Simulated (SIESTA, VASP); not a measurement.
An input for SIESTA (GGA PBE, numerical atomic orbitals TZP, PseudoDojo PBE standard norm-conserving potentials (rewritten from UPF to PSML)):

```
# files in the folder: Zr.psml O.psml (PseudoDojo PBE standard)
SystemName  ZrO2
SystemLabel zro2

NumberOfAtoms                3
NumberOfSpecies              2
%block ChemicalSpeciesLabel
  1 40 Zr
  2 8 O
%endblock ChemicalSpeciesLabel
LatticeConstant              3.641283 Ang
%block LatticeVectors
     0.000000000    0.707106808    0.707106808
     0.707106808    0.000000000    0.707106808
     0.707106808    0.707106808    0.000000000
%endblock LatticeVectors
AtomicCoordinatesFormat      Ang
%block AtomicCoordinatesAndAtomicSpecies
    -0.006980218   -0.047988675    0.011553020  1
     1.276167126    1.267142536    1.271215832  2
     3.880365092    3.930398139    3.866788298  2
%endblock AtomicCoordinatesAndAtomicSpecies

XC.functional                GGA
XC.authors                   PBE
PAO.BasisSize                TZP
PAO.EnergyShift              0.01 Ry
MeshCutoff                   300 Ry
%block kgrid.MonkhorstPack
    6   0   0  0.0
    0   6   0  0.0
    0   0   6  0.0
%endblock kgrid.MonkhorstPack
OccupationFunction           FD
ElectronicTemperature        50.0 meV

MaxSCFIterations             150
SCF.Mixer.Method             Pulay
SCF.Mixer.Weight             0.25
SCF.Mixer.History            6
SCF.DM.Tolerance             1.0E-05
Diag.ParallelOverK           true
WriteForces                  true
Charge.Mulliken              end
```

Question: Translate it to VASP.

Answer: One set of files that does it:

**POSCAR**
```
ZrO2
1
    0.0000000000     2.5747760000     2.5747760000
    2.5747760000     0.0000000000     2.5747760000
    2.5747760000     2.5747760000     0.0000000000
Zr O
1 2
Direct
 -0.0057200000   0.0102070000  -0.0129180000
  0.2451070000   0.2486120000   0.2470300000
  0.7606140000   0.7411820000   0.7658870000
```

**KPOINTS**
```
K-points
0
gamma
 6 6 6
```

### INCAR
```
# general
SYSTEM   =  ZrO2
PREC     =  Accurate
ENCUT    =  400
LREAL    =  F
LASPH    =  T

# electronic loop
EDIFF    =  1E-6
NELM     =  100
ALGO     =  Normal
LMAXMIX  =  4

# smearing
ISMEAR   =  -1
SIGMA    =  0.05

# functional
GGA      =  PE

# ions
ISIF     =  2

# output
LWAVE    =  F
LCHARG   =  F
```

POTCAR, in this order: Zr_sv O (PBE.64 set). Program: vasp_std.

Both are inputs of real runs that ended normally. What can't carry over is the choice of potentials or basis and its cut-off, and each code's defaults.

The structure is a typed ZrO2 crystal (Fm-3m). The cell was not relaxed at this level, atoms are displaced from their ideal sites, and it may have been scaled.
